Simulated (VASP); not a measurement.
Data:

```
CELL_PARAMETERS angstrom
      3.25720     0.00000     0.00000
      0.00000     3.25720     0.00000
      0.00000     0.00000     3.25720
ATOMIC_POSITIONS crystal
  In 0.50000 0.50000 0.50000
  Pd 0.00000 0.00000 0.00000
```

Calculation: vdW-DF-cx, VASP's PBE PAW potentials (set 64) (plane waves; VASP 6.6.1). Numerical set-up: 520 eV cut-off, Gaussian smearing of 0.050 eV, potentials In_d Pd.

Unless said otherwise, spin-orbit coupling is left out, though it shifts the bands of the heavy elements here.

What does the run give for the band gap (along the path) with the smallest direct gap where there is one?

| Item | Value |
|---|---|
| band gap (along the path) | none (metal, semimetal or under 0.01 eV) |

Only differences to runs with the same potentials and settings are physical.

The compound is PdIn in the CsCl type structure. It was relaxed first. The electron count is odd and the run is not spin-polarised, which forces a metal.
